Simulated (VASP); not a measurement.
Runs of VASP 6.6.1 on Si. It takes space group Fd-3m (No. 227, cubic). Conventional cell: a = 5.471 Å, b = 5.471 Å, c = 5.471 Å, α = 90.00°, β = 90.00°, γ = 90.00°. Around Si (site symmetry -43m) lie 4 Si at 2.37 Å. 

```csv
task,level,spin,k mesh,grid for exact exchange (PRECFOCK),exchange at q = 0,screening parameter,gap on the mesh (eV),pressure (GPa),largest force (eV/Å)
band structure,PBE0,off,5 × 4 × 5,Fast,truncated,-,1.80,-2.1,0.01
band structure,HSE06,off,5 × 4 × 5,Fast,-,0.2 1/A,(a),-1.9,0.01
band structure,PBE,off,6 × 5 × 6,-,-,-,0.61,-0.1,0.01
band structure,PBE,"non-collinear, zero start, SOC",6 × 5 × 6,-,-,-,-,-0.1,0.01
electrostatic potential,PBE,off,6 × 5 × 6,-,-,-,0.61,-0.1,0.01
```

Alike in all rows: potentials or basis VASP PAW PBE potentials, release 64 (Si); cell as given; cutoff (eV) 520; smearing gaussian 0.02 eV.

**Question.** Fill in the values left out.

**Answer.** (a) 1.19.

Caveats: the PAW data sets were made with another functional, which shifts forces and pressure a little (some runs); an odd mesh through Γ misses points on the zone boundary, where band edges often lie (some runs).
